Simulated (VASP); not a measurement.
Given:

```
CELL_PARAMETERS angstrom
      0.00000     2.01500     2.01500
      2.01500     0.00000     2.01500
      2.01500     2.01500     0.00000
ATOMIC_POSITIONS crystal
  Li 0.00000 0.00000 0.00000
  F  0.50000 0.50000 0.50000
```

Calculation: PBE GGA, VASP's PBE PAW potentials (set 64) (plane waves; VASP). Numerical set-up: 400 eV cut-off, 7×7×7 Γ-centred mesh, Fermi-Dirac smearing of 0.020 eV, potentials Li_sv F.

Question: Give the energies of bands 3 to 6 at the high-symmetry points, in eV from the valence-band maximum.

Answer: 
| band | Γ | X | U | L | W |
|---|---|---|---|---|---|
| 3 | -0.01 | -2.99 | -2.49 | -2.48 | -2.06 |
| 4 | -0.01 | -1.00 | -1.55 | -0.23 | -2.06 |
| 5 | -0.01 | -1.00 | -0.74 | -0.23 | -0.77 |
| 6 | 9.31 | 14.86 | 14.51 | 10.79 | 15.11 |

The gap is indirect, 9.31 eV, from the valence maximum at K-Γ at 0.89 to the conduction minimum at Γ.

The structure is a typed LiF crystal (Fm-3m). The cell was not relaxed at this level.
